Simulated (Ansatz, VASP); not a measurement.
**Cross-check of LaBi between VASP and Ansatz**

Wanted: the spread between two codes on one cell, functional and k mesh. The cell is generated by rule, not measured, and may not be a known phase. The cell is taken from a series of runs on this material, whose earlier steps may have relaxed, scaled, displaced or heated it; both programs get it as it stands.

Method: plane waves, with VASP 6.6.1 beside it; zone-centre phonons at PBEsol, in Ansatz 0.2.0.

The structure was built from a prototype and need not be the compound's stable phase.

### Step 1. The starting structure

The structure is tetragonal, space group P4/nmm (No. 129). Conventional cell: a = 5.950 Å, b = 5.950 Å, c = 3.516 Å, α = 90.00°, β = 90.00°, γ = 90.00°. La has 8 Bi at 3.32 to 3.61 Å and 2 La at 3.52 Å nearest. Nearest to Bi lie 8 La at 3.32 to 3.61 Å and 2 Bi at 3.52 Å. Farther neighbours are not listed.

As a file:

```xyz
4
Lattice="5.9500 0.0000 0.0000 0.0000 5.9500 0.0000 0.0000 0.0000 3.5155" Properties=species:S:1:pos:R:3 pbc="T T T"
La    2.9750    0.0000    0.2840
La    0.0000    2.9750    3.2315
Bi    0.0000    0.0000    1.7578
Bi    2.9750    2.9750    1.7578
```

### Step 2. VASP: zone-centre phonons, PBEsol

Second derivatives magnify differences that forces hide, and they need a tight electronic threshold.

Lines of VASP's logs that name or quote its potential files are left out, and so is its time.

Input file INCAR:

```
SYSTEM = LaBi
PREC = Accurate
ENCUT = 500
EDIFF = 1E-08
NELM = 200
ISMEAR = 1
SIGMA = 0.15
LREAL = .FALSE.
ALGO = Normal
GGA = PS
NBANDS = 32
LASPH = .TRUE.
LORBIT = 11
LWAVE = .FALSE.
LCHARG = .FALSE.
ISIF = 2
IBRION = 8
GGA_COMPAT = .FALSE.
LMAXMIX = 6
KPAR = 2
```

Input file POSCAR:

```
LaBi
1.0
    5.9499746037      0.0000000000      0.0000000000
    0.0000000000      5.9499746037      0.0000000000
    0.0000000000      0.0000000000      3.5155228457
La Bi
2 2
Direct
    0.5000000000      0.0000000000      0.0807842049
    0.0000000000      0.5000000000      0.9192157951
    0.0000000000      0.0000000000      0.5000000000
    0.5000000000      0.5000000000      0.5000000000
```

Input file KPOINTS:

```
Automatic mesh
0
Gamma
6 6 10
0 0 0
```

Potentials, in the order of the species: La and Bi_d (PBE family, release 64).

Run with:

```console
> mpirun -np 2 vasp_std
```

Numbers of over 12 decimals in the logs are rounded to 6 here.

The log of the run:

```text
[banner, memory and clock lines left out]
running    2 mpi-ranks, on    1 nodes
 distrk:  each k-point on    1 cores,    2 groups
 distr:  one band on    1 cores,    1 groups

 POSCAR found type information on POSCAR LaBi
 POSCAR found :  2 types and       4 ions
|                                                                             |
|               ----> ADVICE to this user running VASP <----                  |
|                                                                             |
|     You enforced a specific xc type in the INCAR file but a different       |
|     [... a line on the potential file left out ...]
|     I HOPE YOU KNOW WHAT YOU ARE DOING!                                     |
|                                                                             |

 LDA part: xc-table for (Slater+PW92), standard interpolation
 POSCAR, INCAR and KPOINTS ok, starting setup
 FFT: planning ... GRIDC
 FFT: planning ... GRID_SOFT
 FFT: planning ... GRID
 WAVECAR not read
 entering main loop
       N       E                     dE             d eps       ncg     rms          rms(c)
DAV:   1     0.659707215425E+03    0.65971E+03   -0.21411E+04  3856   0.234E+03
DAV:   2     0.103114854637E+03   -0.55659E+03   -0.54638E+03  4808   0.512E+02
DAV:   3    -0.120077249958E+02   -0.11512E+03   -0.11422E+03  6080   0.276E+02
DAV:   4    -0.219253796078E+02   -0.99177E+01   -0.95681E+01  6736   0.681E+01
DAV:   5    -0.231196953995E+02   -0.11943E+01   -0.11690E+01  7432   0.235E+01    0.427E+00
DAV:   6    -0.230670730054E+02    0.52622E-01   -0.18467E+00  7496   0.947E+00    0.224E+00
DAV:   7    -0.230327919262E+02    0.34281E-01   -0.24761E-01  7352   0.395E+00    0.720E-01
DAV:   8    -0.230324124358E+02    0.37949E-03   -0.35008E-02  7152   0.121E+00    0.158E-01
DAV:   9    -0.230327932512E+02   -0.38082E-03   -0.34497E-03  7264   0.502E-01    0.431E-02
DAV:  10    -0.230329026881E+02   -0.10944E-03   -0.55009E-04  7408   0.151E-01    0.251E-02
DAV:  11    -0.230329367591E+02   -0.34071E-04   -0.14431E-04  7320   0.633E-02    0.151E-02
DAV:  12    -0.230329510232E+02   -0.14264E-04   -0.54103E-05  7208   0.338E-02    0.936E-03
DAV:  13    -0.230329564791E+02   -0.54559E-05   -0.39354E-05  7040   0.263E-02    0.285E-03
DAV:  14    -0.230329568281E+02   -0.34891E-06   -0.95624E-06  7296   0.145E-02    0.978E-04
DAV:  15    -0.230329568717E+02   -0.43598E-07   -0.10006E-06  6800   0.619E-03    0.963E-04
DAV:  16    -0.230329567975E+02    0.74127E-07   -0.29002E-07  6288   0.299E-03    0.247E-04
DAV:  17    -0.230329568378E+02   -0.40285E-07   -0.92217E-08  5392   0.188E-03    0.430E-04
DAV:  18    -0.230329568194E+02    0.18399E-07   -0.50175E-09  3432   0.817E-04    0.133E-04
DAV:  19    -0.230329568214E+02   -0.19581E-08   -0.14646E-09  3360   0.584E-04
   1 F= -.23032957E+02 E0= -.23033789E+02  d E =0.249657E-02
 Linear response reoptimize wavefunctions to high precision
DAV:   1    -0.230329568090E+02    0.12372E-07   -0.10941E-08  4936   0.643E-04
DAV:   2    -0.230329568091E+02   -0.12096E-09   -0.56406E-10  3360   0.332E-04
DAV:   3    -0.230329568091E+02    0.54570E-11   -0.27550E-10  3360   0.227E-04
 Linear response DOF=           4
 Linear response progress:
  Degree of freedom:   1/  4
       N       E                     dE             d eps       ncg     rms          rms(c)
RMM:   1    -0.315772778813E+00   -0.31577E+00   -0.40975E-03 11842   0.126E+01
RMM:   2    -0.296057897575E+00    0.19715E-01   -0.10770E-01 16424   0.169E+00    0.110E-01
RMM:   3    -0.298009304666E+00   -0.19514E-02   -0.44259E-02 19450   0.716E-01    0.616E-02
RMM:   4    -0.299218483421E+00   -0.12092E-02   -0.13325E-02 19777   0.340E-01    0.583E-02
RMM:   5    -0.300571097780E+00   -0.13526E-02   -0.65771E-03 18032   0.269E-01    0.265E-02
RMM:   6    -0.301326579592E+00   -0.75548E-03   -0.43156E-03 19755   0.173E-01    0.146E-02
RMM:   7    -0.301097210343E+00    0.22937E-03   -0.39643E-03 18927   0.144E-01    0.233E-02
RMM:   8    -0.301196419404E+00   -0.99209E-04   -0.18732E-03 20892   0.854E-02    0.273E-02
RMM:   9    -0.301276096639E+00   -0.79677E-04   -0.13082E-03 20093   0.619E-02    0.321E-02
RMM:  10    -0.301833325725E+00   -0.55723E-03   -0.73759E-04 20185   0.796E-02    0.198E-02
RMM:  11    -0.301515988890E+00    0.31734E-03   -0.61880E-04 19534   0.494E-02    0.368E-02
RMM:  12    -0.302412711042E+00   -0.89672E-03   -0.42865E-04 21214   0.785E-02    0.207E-02
RMM:  13    -0.302893813672E+00   -0.48110E-03   -0.36262E-04 21060   0.500E-02    0.360E-02
RMM:  14    -0.302793555459E+00    0.10026E-03   -0.17021E-04 19617   0.279E-02    0.292E-02
RMM:  15    -0.302554680872E+00    0.23887E-03   -0.11643E-04 20021   0.232E-02    0.180E-02
RMM:  16    -0.302296315105E+00    0.25837E-03   -0.70049E-05 20546   0.228E-02    0.640E-03
[...]
RMM:  25    -0.302204742381E+00   -0.28745E-05   -0.12679E-06 18469   0.312E-03    0.562E-05
RMM:  26    -0.302205178028E+00   -0.43565E-06   -0.61891E-07 18542   0.306E-03    0.218E-05
RMM:  27    -0.302205350978E+00   -0.17295E-06   -0.60498E-07 18763   0.290E-03    0.197E-05
RMM:  28    -0.302204974412E+00    0.37657E-06   -0.38774E-07 18964   0.284E-03    0.700E-05
RMM:  29    -0.302204990720E+00   -0.16308E-07   -0.43593E-07 19042   0.275E-03    0.941E-05
[...]
RMM:   5    -0.239993872224E+00   -0.70367E-03   -0.41097E-03  9306   0.135E-01    0.318E-02
RMM:   6    -0.240828853690E+00   -0.83498E-03   -0.22265E-03  8820   0.984E-02    0.123E-02
RMM:   7    -0.241134467389E+00   -0.30561E-03   -0.16179E-03  9542   0.670E-02    0.717E-03
RMM:   8    -0.241149344281E+00   -0.14877E-04   -0.84537E-04  8873   0.469E-02    0.654E-03
RMM:   9    -0.241175293342E+00   -0.25949E-04   -0.48153E-04  9677   0.307E-02    0.902E-03
RMM:  10    -0.241181535192E+00   -0.62419E-05   -0.21523E-04  8714   0.236E-02    0.139E-02
RMM:  11    -0.241217990802E+00   -0.36456E-04   -0.15349E-04  8644   0.182E-02    0.131E-02
RMM:  12    -0.241168873324E+00    0.49117E-04   -0.54359E-05  9241   0.196E-02    0.228E-02
RMM:  13    -0.241101442765E+00    0.67431E-04   -0.44137E-05  9561   0.157E-02    0.330E-02
RMM:  14    -0.241093637272E+00    0.78055E-05   -0.22185E-05  8828   0.862E-03    0.346E-02
[...]
RMM:  28    -0.241413744596E+00    0.18793E-06   -0.17806E-07  8931   0.238E-03    0.232E-05
RMM:  29    -0.241413914176E+00   -0.16958E-06   -0.21435E-07  9028   0.234E-03    0.282E-05
RMM:  30    -0.241414296427E+00   -0.38225E-06   -0.40671E-07  9031   0.234E-03    0.482E-05
RMM:  31    -0.241414008885E+00    0.28754E-06   -0.31304E-07  9119   0.233E-03    0.386E-05
RMM:  32    -0.241413864620E+00    0.14426E-06   -0.37093E-07  9190   0.232E-03    0.131E-05
RMM:  33    -0.241413867027E+00   -0.24069E-08   -0.35288E-07  9285   0.231E-03    0.139E-05
RMM:  34    -0.241413871096E+00   -0.40692E-08   -0.38818E-07  9272   0.231E-03    0.138E-05
RMM:  35    -0.241413880940E+00   -0.98440E-08   -0.35512E-07  9275   0.230E-03    0.152E-05
 first order change of Fermi-energy  -0.40208E-01
 force on displaced ion       1 direction 3 :   0.000   0.000  -1.460
 Linear response progress:
  Degree of freedom:   3/  4
       N       E                     dE             d eps       ncg     rms          rms(c)
RMM:   1    -0.343930112275E+00   -0.34393E+00    0.37410E-01 14382   0.698E+00
RMM:   2    -0.351788977826E+00   -0.78589E-02   -0.20924E-02 15361   0.904E-01    0.512E-02
RMM:   3    -0.352762645073E+00   -0.97367E-03   -0.54163E-03 18178   0.258E-01    0.395E-02
RMM:   4    -0.352877278984E+00   -0.11463E-03   -0.75898E-04 18166   0.965E-02    0.316E-02
RMM:   5    -0.353131697136E+00   -0.25442E-03   -0.34388E-04 16564   0.104E-01    0.688E-03
RMM:   6    -0.353097751415E+00    0.33946E-04   -0.79101E-05 18496   0.360E-02    0.489E-03
RMM:   7    -0.353004295283E+00    0.93456E-04   -0.40517E-05 16267   0.365E-02    0.406E-03
RMM:   8    -0.353058238698E+00   -0.53943E-04   -0.12826E-05 16631   0.200E-02    0.100E-03
RMM:   9    -0.353058823168E+00   -0.58447E-06   -0.12870E-05 17878   0.117E-02    0.588E-04
RMM:  10    -0.353053867640E+00    0.49555E-05   -0.38150E-06 18438   0.898E-03    0.163E-04
RMM:  11    -0.353054830197E+00   -0.96256E-06   -0.30127E-06 18174   0.756E-03    0.186E-04
RMM:  12    -0.353053284123E+00    0.15461E-05   -0.93259E-07 18091   0.686E-03    0.851E-05
RMM:  13    -0.353052291637E+00    0.99249E-06   -0.10231E-06 18337   0.656E-03    0.650E-05
RMM:  14    -0.353053005405E+00   -0.71377E-06   -0.43984E-07 18236   0.624E-03    0.535E-05
[...]
RMM:  23    -0.353053124894E+00   -0.71408E-08   -0.46293E-07 20012   0.587E-03    0.949E-06
RMM:  24    -0.353053138288E+00   -0.13394E-07   -0.48153E-07 20142   0.586E-03    0.625E-06
RMM:  25    -0.353053132554E+00    0.57332E-08   -0.47768E-07 20195   0.586E-03    0.964E-06
RMM:  26    -0.353053141549E+00   -0.89947E-08   -0.51409E-07 20301   0.586E-03    0.339E-06
RMM:  27    -0.353053141308E+00    0.24128E-09   -0.56705E-07 20368   0.586E-03    0.307E-06
RMM:  28    -0.353053139963E+00    0.13445E-08   -0.59794E-07 20410   0.586E-03    0.274E-06
RMM:  29    -0.353053141699E+00   -0.17354E-08   -0.63491E-07 20467   0.587E-03    0.279E-06
RMM:  30    -0.353053138868E+00    0.28306E-08   -0.65389E-07 20510   0.587E-03    0.261E-06
 first order change of Fermi-energy   0.60322E-04
 force on displaced ion       3 direction 1 :  -4.281   0.000   0.001
 Linear response progress:
  Degree of freedom:   4/  4
       N       E                     dE             d eps       ncg     rms          rms(c)
RMM:   1    -0.319635696481E+00   -0.31964E+00    0.31908E-01 10596   0.689E+00
RMM:   2    -0.325883721248E+00   -0.62480E-02   -0.16001E-02 11201   0.795E-01    0.438E-02
RMM:   3    -0.326668220352E+00   -0.78450E-03   -0.37702E-03 13040   0.224E-01    0.339E-02
RMM:   4    -0.326988320233E+00   -0.32010E-03   -0.46921E-04 13301   0.820E-02    0.155E-02
RMM:   5    -0.327203429167E+00   -0.21511E-03   -0.88504E-05 12958   0.447E-02    0.336E-03
RMM:   6    -0.327209227131E+00   -0.57980E-05   -0.28554E-05 13558   0.210E-02    0.210E-03
RMM:   7    -0.327187118171E+00    0.22109E-04   -0.10668E-05 12877   0.135E-02    0.555E-04
RMM:   8    -0.327189871011E+00   -0.27528E-05   -0.49458E-06 13868   0.941E-03    0.440E-04
RMM:   9    -0.327188317815E+00    0.15532E-05   -0.21037E-06 13529   0.774E-03    0.322E-04
RMM:  10    -0.327185385506E+00    0.29323E-05   -0.10522E-06 13496   0.691E-03    0.116E-04
RMM:  11    -0.327186189157E+00   -0.80365E-06   -0.59593E-07 13364   0.627E-03    0.169E-04
RMM:  12    -0.327185780300E+00    0.40886E-06   -0.64034E-07 13893   0.593E-03    0.910E-05
RMM:  13    -0.327185179476E+00    0.60082E-06   -0.28830E-07 13798   0.580E-03    0.237E-05
RMM:  14    -0.327185608336E+00   -0.42886E-06   -0.25874E-07 13849   0.560E-03    0.655E-05
RMM:  15    -0.327185443805E+00    0.16453E-06   -0.20639E-07 14165   0.555E-03    0.159E-05
RMM:  16    -0.327185397398E+00    0.46408E-07   -0.20684E-07 14097   0.545E-03    0.164E-05
RMM:  17    -0.327185422135E+00   -0.24737E-07   -0.20150E-07 14513   0.538E-03    0.160E-05
RMM:  18    -0.327185435949E+00   -0.13814E-07   -0.26665E-07 14447   0.539E-03    0.195E-05
RMM:  19    -0.327185423438E+00    0.12511E-07   -0.25145E-07 14806   0.535E-03    0.197E-05
RMM:  20    -0.327185424977E+00   -0.15388E-08   -0.25913E-07 14657   0.536E-03    0.254E-05
RMM:  21    -0.327185427532E+00   -0.25551E-08   -0.26503E-07 14971   0.534E-03    0.298E-05
RMM:  22    -0.327185422622E+00    0.49100E-08   -0.22680E-07 14935   0.535E-03    0.290E-05
RMM:  23    -0.327185427812E+00   -0.51904E-08   -0.29529E-07 15166   0.534E-03    0.303E-05
 first order change of Fermi-energy  -0.70631E-03
 force on displaced ion       3 direction 3 :   0.000   0.000  -1.285
 Linear response finished
```

[end of part 1 of 2]

[Lines on the potential files, build, host, timing and source positions are cut from VASP's logs without a mark.]

[Logs are printed without paths, hosts, clocks, repeated set-up lines and the standing remarks that a program may print on its own settings, such as how far it seeks lower states.]

[Hosts, paths, dates, database ids (printed as entryN), source tags and the programs' standing remarks are cut or masked in the printed files.]
